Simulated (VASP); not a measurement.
Data:

```
Ho
1.0
    1.79000    -3.10037     0.00000
    1.79000     3.10037     0.00000
    0.00000     0.00000     5.62000
Ho
2
Direct
  0.33333   0.66667   0.25000
  0.66667   0.33333   0.75000
```

All values below come from MS2 meta-GGA, VASP's PBE PAW potentials (set 64) (plane waves; VASP 6.6.1). Numerical set-up: 520 eV cut-off, 11×11×6 Γ-centred mesh, first-order Methfessel-Paxton smearing of 0.10 eV, potentials Ho_3.

The 4f electrons are frozen in the core of the lanthanide potential, so 4f levels, which can set the real gap, and their magnetism are missing. Energy and stress use the plane-wave basis of the starting cell.

Problem. The ions, cell shape and volume are relaxed. Predict the relaxed structure.

Solution. 
```
Ho
1.0
    1.78047    -3.08387     0.00000
    1.78047     3.08387     0.00000
    0.00000     0.00000     5.46107
Ho
2
Direct
  0.33333   0.66667   0.25000
  0.66667   0.33333   0.75000
```
Space group P6_3/mmc (194), at a tolerance of 0.03 Å.

Problem. How do energy and volume change from the first to the last step?

Solution. The energy (σ→0) changes by -8.9 meV/atom and the volume by -3.9 %, in 6 ionic steps.

The compound is Ho in the hcp structure. This run relaxes it. Symmetry was kept, so distortions that lower it aren't found.
